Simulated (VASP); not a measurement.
Output of a VASP run:

**OSZICAR**
```
       N       E                     dE             d eps       ncg     rms          rms(c)
DAV:   1     0.772153487434E+03    0.77215E+03   -0.26530E+04  2252   0.313E+03
DAV:   2     0.925756592595E+02   -0.67958E+03   -0.66374E+03  1940   0.804E+02
DAV:   3    -0.346085783523E+02   -0.12718E+03   -0.12376E+03  2200   0.224E+02
DAV:   4    -0.421815322040E+02   -0.75730E+01   -0.73392E+01  2528   0.632E+01
DAV:   5    -0.424494839727E+02   -0.26795E+00   -0.26620E+00  2590   0.126E+01    0.460E+01
DAV:   6    -0.406710797331E+02    0.17784E+01   -0.57911E+00  2774   0.210E+01    0.272E+01
DAV:   7    -0.406072696876E+02    0.63810E-01   -0.20020E+00  2506   0.998E+00    0.732E+00
DAV:   8    -0.405295528148E+02    0.77717E-01   -0.10330E+00  2656   0.933E+00    0.175E+00
DAV:   9    -0.405029186581E+02    0.26634E-01   -0.24849E-01  2642   0.679E+00    0.561E-01
DAV:  10    -0.405017082360E+02    0.12104E-02   -0.26110E-02  2618   0.221E+00    0.377E-01
DAV:  11    -0.405020407961E+02   -0.33256E-03   -0.61182E-03  2464   0.123E+00    0.106E-01
DAV:  12    -0.405020001002E+02    0.40696E-04   -0.11378E-03  2520   0.814E-01    0.468E-02
DAV:  13    -0.405020223770E+02   -0.22277E-04   -0.45076E-04  2814   0.273E-01    0.201E-02
DAV:  14    -0.405020284727E+02   -0.60957E-05   -0.83901E-05  2456   0.131E-01    0.711E-03
DAV:  15    -0.405020289828E+02   -0.51010E-06   -0.16085E-05  2102   0.887E-02    0.744E-03
DAV:  16    -0.405020300306E+02   -0.10478E-05   -0.93301E-06  2238   0.270E-02    0.201E-03
DAV:  17    -0.405020299924E+02    0.38188E-07   -0.85258E-07  1362   0.173E-02
   1 F= -.40502030E+02 E0= -.40448212E+02  d E =-.107637E+00
```

**OUTCAR**
```
------------------------ aborting loop because EDIFF is reached ----------------------------------------
  FORCE on cell =-STRESS in cart. coord.  units (eV):
  Direction    XX          YY          ZZ          XY          YZ          ZX
  --------------------------------------------------------------------------------------
  Total        3.6659777      2.7593888      0.2191300      0.0000000      0.0000000      0.0000000
  in kB       57.6845528     43.4192792      3.4480344      0.0000000      0.0000000      0.0000000
  external PRESSURE =      34.8506221 kB  Pullay stress =       0.0000000 kB
  volume of cell :      101.82
      direct lattice vectors                 reciprocal lattice vectors
     3.675784000  0.000000000  0.000000000     0.272050806  0.000000000  0.000000000
     0.000000000  1.867606000  7.416101000     0.000000000  0.267722421  0.067420873
     0.000000000 -1.867606000  7.416101000     0.000000000 -0.267722421  0.067420873
 POSITION                                       TOTAL-FORCE (eV/Angst)
 -----------------------------------------------------------------------------------
      0.00000      0.00000     13.26459         0.000000      0.000000      0.140940
      1.83789      0.00000      1.56391         0.000000      0.000000     -0.161930
      0.00000      0.00000      8.24285         0.000000      0.000000      0.429367
      1.83789      0.00000      6.56028         0.000000      0.000000     -0.240154
      0.00000      0.00000      3.73846         0.000000      0.000000     -0.146075
      1.83789      0.00000     11.12652         0.000000      0.000000     -0.022147
 -----------------------------------------------------------------------------------
    total drift:                                0.000000      0.000000     -0.000826
  FREE ENERGIE OF THE ION-ELECTRON SYSTEM (eV)
  ---------------------------------------------------
  free  energy   TOTEN  =       -40.5020299924 eV

  energy  without entropy=      -40.3943933384  energy(sigma->0) =      -40.44821167
```
(Selected blocks of OUTCAR.)

### POSCAR
```
HfScGe4
1
    3.6757840000     0.0000000000     0.0000000000
    0.0000000000     1.8676060000     7.4161010000
    0.0000000000    -1.8676060000     7.4161010000
Hf Sc Ge
1 1 4
Direct
  0.0000000000   0.8943100000   0.8943100000
  0.5000000000   0.1054400000   0.1054400000
  0.0000000000   0.5557400000   0.5557400000
  0.5000000000   0.4423000000   0.4423000000
  0.0000000000   0.2520500000   0.2520500000
  0.5000000000   0.7501600000   0.7501600000
```

Task: Write an INCAR and KPOINTS that could have produced this output.

Result: One answer among several that fit: the input of the run itself, PBEsol GGA, plane waves, VASP's PBE PAW potentials (set 64).

INCAR:
```
ALGO = Normal
EDIFF = 1E-6
ENCUT = 300
GGA = PS
ISIF = 2
ISMEAR = -1
LASPH = .TRUE.
LCHARG = .FALSE.
LMAXMIX = 6
LREAL = .FALSE.
LWAVE = .FALSE.
NELM = 100
PREC = Accurate
SIGMA = 0.136
SYSTEM = HfScGe4
```

File KPOINTS:
```
Automatic
0
Gamma
  4 4 4
0 0 0
```

POTCAR, in this order: Hf_pv Sc_sv Ge_d (PBE.64 set). Program: vasp_std.

At this cut-off the stress carries a Pulay error, which pulls relaxed volumes low.

The structure comes from a computed database's HfScGe4 entry (Amm2); how it stands against other phases isn't given here. The cell was not relaxed at this level, and its volume differs by -5.9 % from the start's. The k-mesh is coarse (spacing up to 0.43 per Å, 2π included), so the numbers may not be converged in it. The electron count is odd and the run is not spin-polarised, which forces a metal.
